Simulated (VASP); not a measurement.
Method: PBEsol GGA, VASP's PBE PAW potentials (set 64) (plane waves; VASP).

The input files of a VASP run:

INCAR:
```
EDIFF = 1E-7   ! SCF stop (eV)
NELM = 100   ! most electronic steps
GGA = PS   ! PBEsol
LMAXMIX = 4   ! l cut-off of mixed one-centre charges
LORBIT = 11
ISMEAR = -5
ISIF = 2
SYSTEM = Zr
LWAVE = .FALSE.
ALGO = Normal   ! blocked Davidson
LCHARG = .TRUE.
PREC = Accurate
NEDOS = 601   ! DOS grid
LASPH = .TRUE.
LREAL = .FALSE.   ! projection in real space or not
ENCUT = 520   ! plane-wave cut-off (eV)
```

File POSCAR:
```
Zr
1
    1.5904374855    -2.7547184794     0.0000000000
    1.5904374855     2.7547184794    -0.0000000000
    0.0000000000     0.0000000000     5.1294474615
Zr
2
Direct
  0.3333330000   0.6666670000   0.2500000000
  0.6666670000   0.3333330000   0.7500000000
```

**KPOINTS**
```
kpoints
0
G
15 15 8
0 0 0
```

POTCAR, in this order: Zr_sv (PBE.64 set). Program: vasp_std.

The run wrote:

OUTCAR:
```
 ion  position               nearest neighbor table
   1  0.333  0.667  0.250-   2 3.15   2 3.15   2 3.15   2 3.15   2 3.15   2 3.15
   2  0.667  0.333  0.750-   1 3.15   1 3.15   1 3.15   1 3.15   1 3.15   1 3.15
  LATTYP: Found a hexagonal cell.
 ALAT       =     3.1808749262
 C/A-ratio  =     1.6125901145
 Subroutine PRICEL returns:
 Original cell was already a primitive cell.
 Subroutine GETGRP returns: Found 24 space group operations
The static configuration has the point symmetry D_3d.
 The point group associated with its full space group is D_6h.
The dynamic configuration has the point symmetry D_3d.
 Subroutine INISYM returns: Found 24 space group operations
 Subroutine IBZKPT returns following result:
 Found    135 irreducible k-points:

 Following reciprocal coordinates:
            Coordinates               Weight
  0.000000  0.000000  0.000000      1.000000
  0.066667  0.000000  0.000000      6.000000
  0.133333  0.000000  0.000000      6.000000
  0.200000  0.000000  0.000000      6.000000
  0.266667  0.000000  0.000000      6.000000
  0.333333 -0.000000  0.000000      6.000000
  0.400000  0.000000  0.000000      6.000000
...
```

OSZICAR:
```
       N       E                     dE             d eps       ncg     rms          rms(c)
DAV:   1     0.217242953150E+03    0.21724E+03   -0.13640E+04  4320   0.149E+03
DAV:   2    -0.421505558466E+01   -0.22146E+03   -0.21973E+03  5496   0.416E+02
DAV:   3    -0.186568383059E+02   -0.14442E+02   -0.14384E+02  8128   0.788E+01
DAV:   4    -0.189399541606E+02   -0.28312E+00   -0.28292E+00  4728   0.121E+01
DAV:   5    -0.189482919289E+02   -0.83378E-02   -0.83357E-02  6824   0.138E+00    0.161E+01
DAV:   6    -0.182904477119E+02    0.65784E+00   -0.10028E+00  4480   0.878E+00    0.646E+00
DAV:   7    -0.181579840741E+02    0.13246E+00   -0.66600E-01  6288   0.615E+00    0.114E+00
DAV:   8    -0.181621990006E+02   -0.42149E-02   -0.38885E-02  5632   0.175E+00    0.291E-01
DAV:   9    -0.181625032452E+02   -0.30424E-03   -0.16671E-03  5424   0.435E-01    0.327E-02
DAV:  10    -0.181624619804E+02    0.41265E-04   -0.46524E-05  6712   0.456E-02    0.249E-02
DAV:  11    -0.181624603389E+02    0.16415E-05   -0.99121E-06  4696   0.422E-02    0.284E-03
DAV:  12    -0.181624604774E+02   -0.13856E-06   -0.38600E-07  4640   0.472E-03    0.224E-03
DAV:  13    -0.181624602405E+02    0.23695E-06   -0.38023E-08  2928   0.198E-03    0.827E-04
DAV:  14    -0.181624601442E+02    0.96257E-07   -0.12002E-08  2816   0.125E-03
   1 F= -.18162460E+02 E0= -.18162460E+02  d E =0.000000E+00
```

**OUTCAR**
```
------------------------ aborting loop because EDIFF is reached ----------------------------------------
  FORCE on cell =-STRESS in cart. coord.  units (eV):
  Direction    XX          YY          ZZ          XY          YZ          ZX
  --------------------------------------------------------------------------------------
  Total        0.0219007      0.0219007     -0.0559998      0.0000000      0.0000000     -0.0000000
  in kB        0.7806828      0.7806828     -1.9961927      0.0000000      0.0000000     -0.0000000
  external PRESSURE =      -0.1449424 kB  Pullay stress =       0.0000000 kB
  volume of cell :       44.95
      direct lattice vectors                 reciprocal lattice vectors
     1.590437486 -2.754718479  0.000000000     0.314378908 -0.181506751  0.000000000
     1.590437486  2.754718479  0.000000000     0.314378908  0.181506751  0.000000000
     0.000000000  0.000000000  5.129447461     0.000000000  0.000000000  0.194952772
 POSITION                                       TOTAL-FORCE (eV/Angst)
 -----------------------------------------------------------------------------------
      1.59044      0.91824      1.28236         0.000000     -0.000000      0.000000
      1.59044     -0.91824      3.84709        -0.000000      0.000000      0.000000
 -----------------------------------------------------------------------------------
    total drift:                                0.000134      0.001122     -0.000019
  FREE ENERGIE OF THE ION-ELECTRON SYSTEM (eV)
  ---------------------------------------------------
  free  energy   TOTEN  =       -18.1624601442 eV

  energy  without entropy=      -18.1624601442  energy(sigma->0) =      -18.16246014

 total charge

# of ion       s       p       d       tot
------------------------------------------
    1        2.241   5.957   1.666   9.865
    2        2.241   5.957   1.666   9.865
--------------------------------------------------
tot          4.482  11.915   3.332  19.729
```
(Selected blocks of OUTCAR.)

For a metal the tetrahedron method with Blöchl corrections gives inexact stress and forces.

The compound is Zr in the hcp structure. It was relaxed first.
